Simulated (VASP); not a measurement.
TlBr (CsCl type):

```xyz
2
Lattice="3.9900 0.0000 0.0000 0.0000 3.9900 0.0000 0.0000 0.0000 3.9900" Properties=species:S:1:pos:R:3 pbc="T T T"
Tl     0.0000     0.0000     0.0000
Br     1.9950     1.9950     1.9950
```

The highest filled band near X, direction along the valley's axis, from PBE with spin-orbit coupling in VASP (PAW); its two spin partners are averaged. The gap over the points computed is 1.38 eV, and the next band on that side lies 0.65 eV away at the edge.

Numerical set-up: 400 eV cut-off, 8×8×8 Γ-centred mesh, Gaussian smearing of 0.050 eV, potentials Tl_d Br.

| distance from the edge in k (1/Å) | distance in energy (meV) |
|---|---|
| 0.018 | 4.7 |
| 0.025 | 8.9 |
| 0.035 | 17.4 |
| 0.050 | 34.8 |
| 0.070 | 66.0 |

Question: Fit E(1 + αE) = ħ²k²/2m* (ħ²/2m0 = 3.810 eV Å²) and predict the row at 0.095 1/Å.

Answer: Least squares on the energies gives the hole mass m* = 0.263 m0 and α = 1.12 per eV, and so 115.6 meV. The run gave 115.6 meV, +0.0 meV from the fit.

Left out are points under 3 meV from the edge, since the levels carry 0.1 meV, and points farther than half the way to the next band.

The compound is TlBr in the CsCl type structure. The cell was not relaxed at this level.
